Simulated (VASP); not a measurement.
These are optB86b-vdW, VASP's PBE PAW potentials (set 64) (plane waves; VASP) values and carry that method's errors.

VASP ran on this input.

### POSCAR
```
SnO
1.0
  3.8361173823   0.0000000000   0.0000000000
  0.0000000000   3.8361173823   0.0000000000
  0.0000000000   0.0000000000   4.7872978532
Sn O
2 2
direct
  0.5000000000   0.0000000000   0.7575642765
  0.0000000000   0.5000000000   0.2424357235
  0.5000000000   0.5000000000   0.0000000000
  0.0000000000   0.0000000000   0.0000000000
```

INCAR:
```
ISMEAR = 0
ALGO = Normal
EDIFFG = -0.01   ! ionic stop
LMAXMIX = 4
ENCUT = 520
NSW = 30
PREC = Accurate
NELM = 100   ! most electronic steps
LWAVE = F
LREAL = F   ! projection in real space or not
LASPH = T   ! aspherical one-centre terms
GGA = MK
SYSTEM = SnO
SIGMA = 0.05
EDIFF = 1E-7
AGGAC = 0.0
IBRION = 2
LUSE_VDW = T
ISIF = 4   ! ions and shape, fixed volume
PARAM2 = 1.0
PARAM1 = 0.1234
LCHARG = F
```

KPOINTS:
```
K-points
0
G
6 6 5
```

POTCAR, in this order: Sn_d O (PBE.64 set). Program: vasp_std.

Unless said otherwise, spin-orbit coupling is left out, though it shifts the bands of the heavy elements here.

Question: Predict the energy per atom (σ→0), band gap (on the k-mesh).

Answer: 
energy per atom (σ→0): -3.373 eV/atom
band gap (on the k-mesh): 0.11 eV

### OSZICAR
```
...
DAV:  11    -0.134905738863E+02    0.95599E-03   -0.58631E-03  2192   0.715E-01    0.236E-02
DAV:  12    -0.134906464623E+02   -0.72576E-04   -0.65476E-04  1512   0.160E-01    0.374E-02
DAV:  13    -0.134906420402E+02    0.44221E-05   -0.39376E-05  2264   0.708E-02    0.122E-02
DAV:  14    -0.134906412247E+02    0.81541E-06   -0.53681E-06  1680   0.158E-02    0.394E-03
DAV:  15    -0.134906410676E+02    0.15719E-06   -0.10071E-06  1736   0.701E-03    0.168E-03
DAV:  16    -0.134906411857E+02   -0.11811E-06   -0.24067E-07  1160   0.349E-03    0.510E-04
DAV:  17    -0.134906412230E+02   -0.37365E-07   -0.53658E-08   912   0.234E-03
   1 F= -.13490641E+02 E0= -.13490570E+02  d E =-.134906E+02
```

The compound is SnO in the litharge structure. It was relaxed first.
